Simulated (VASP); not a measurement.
ZnO:

```xyz
4
Lattice="3.2493 0.0000 0.0000 -1.6247 2.8140 0.0000 0.0000 0.0000 5.2057" Properties=species:S:1:pos:R:3 pbc="T T T"
Zn    0.0000    1.8760    2.6029
Zn    1.6247    0.9380    0.0000
O     1.6247    0.9380    1.9730
O     0.0000    1.8760    4.5759
```

```yaml
Program: VASP 6.6.1
Task: relaxation of cell and atoms
Functional: PBE
Potentials_or_basis: VASP PAW PBE potentials, release 64 (Zn, O)
Cutoff: 520 eV
k_mesh: 15 × 15 × 8
Occupations: gaussian, width 0.02 eV
Spin: no spin polarisation
```

At the start: pressure 6.0 GPa; volume 11.90 Å³/atom.

Problem. Where does the relaxation end?

Solution. Over 12 steps the energy falls by 9.4 meV/atom and the volume is 12.41 Å³/atom (+4.3 %); space group P6_3mc (No. 186, to 0.05 Å).

The path:
| step | energy change (eV) | largest force (eV/Å) | pressure (GPa) | volume (Å³) |
| --- | --- | --- | --- | --- |
| 1 | 0.0000 | 0.0740 | 5.96 | 47.60 |
| 2 | -0.0282 | 0.0276 | -2.72 | 50.71 |
| 3 | -0.0376 | 0.0012 | 0.00 | 49.64 |
| 4 | -0.0376 | 0.0024 | -0.17 | 49.68 |
| 5 | -0.0376 | 0.0100 | 0.11 | 49.59 |
| 6 | -0.0376 | 0.0087 | 0.04 | 49.60 |
| 7 | -0.0376 | 0.0090 | 0.07 | 49.60 |
| 8 | -0.0377 | 0.0098 | 0.01 | 49.61 |
| 9 | -0.0377 | 0.0098 | 0.04 | 49.62 |
| 10 | -0.0377 | 0.0114 | -0.06 | 49.63 |
| 11 | -0.0377 | 0.0119 | -0.01 | 49.63 |
| 12 | -0.0377 | 0.0008 | -0.01 | 49.63 |

Final structure:
```
CELL_PARAMETERS angstrom
3.28694 0.00000 0.00000
-1.64347 2.84657 0.00000
0.00000 0.00000 5.30452
ATOMIC_POSITIONS crystal
Zn 0.33333 0.66667 0.49994
Zn 0.66667 0.33333 0.99994
O 0.66667 0.33333 0.37907
O 0.33333 0.66667 0.87907
```
